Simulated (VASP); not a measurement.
The system is Be2Al5.

```
Be Al
1.0
     6.41056    0.00000    0.00000
     0.00000    6.41056    0.00000
     0.00000    0.00000    2.68806
Be Al
2 5
Direct
  0.50000 0.00000 0.00000
  0.00000 0.50000 0.00000
  0.79066 0.79066 0.50000
  0.20934 0.20934 0.50000
  0.20934 0.79066 0.50000
  0.79066 0.20934 0.50000
  0.50000 0.50000 0.50000
```

The cell was built by a generator and needn't be a form met in nature.

| Property | Result |
| --- | --- |
| Program | VASP 6.6.1 |
| Task | relaxation of cell and atoms |
| Functional | vdW-DF-cx |
| Potentials or basis | VASP PAW PBE potentials, release 64 (Be, Al) |
| Cutoff | 600 eV |
| k mesh | 3 × 3 × 7 |
| Occupations | fermi-dirac, width 0.05 eV |
| Spin | no spin polarisation |

At the start: pressure 0.4 GPa; volume 15.78 Å³/atom.

Q: How do energy, volume and symmetry change on relaxing?

A: Over 10 steps the energy falls by 2.0 meV/atom and the volume is 15.83 Å³/atom (+0.3 %); space group P4/mmm (No. 123, to 0.05 Å).

The path:
```csv
step,energy change (eV),largest force (eV/Å),pressure (GPa),volume (Å³)
1,0.0000,0.0596,0.41,110.47
2,-0.0034,0.0445,-0.08,111.12
3,-0.0052,0.0168,-0.80,112.12
4,-0.0066,0.0084,-0.86,112.18
5,-0.0087,0.0203,-0.99,112.36
6,-0.0110,0.0205,-0.76,111.98
7,-0.0140,0.0216,-0.16,111.03
8,-0.0141,0.0218,-0.02,110.81
9,-0.0141,0.0217,-0.04,110.84
10,-0.0141,0.0180,-0.04,110.83
```

Final structure:
```
Be Al
1.0
     6.36341    0.00000    0.00000
     0.00000    6.36341    0.00000
     0.00000    0.00000    2.73706
Be Al
2 5
Direct
  0.50000 0.00000 0.00000
  0.00000 0.50000 0.00000
  0.79196 0.79196 0.50000
  0.20804 0.20804 0.50000
  0.20804 0.79196 0.50000
  0.79196 0.20804 0.50000
  0.50000 0.50000 0.50000
```

Caveat: the PAW data sets were made with another functional, which shifts forces and pressure a little.
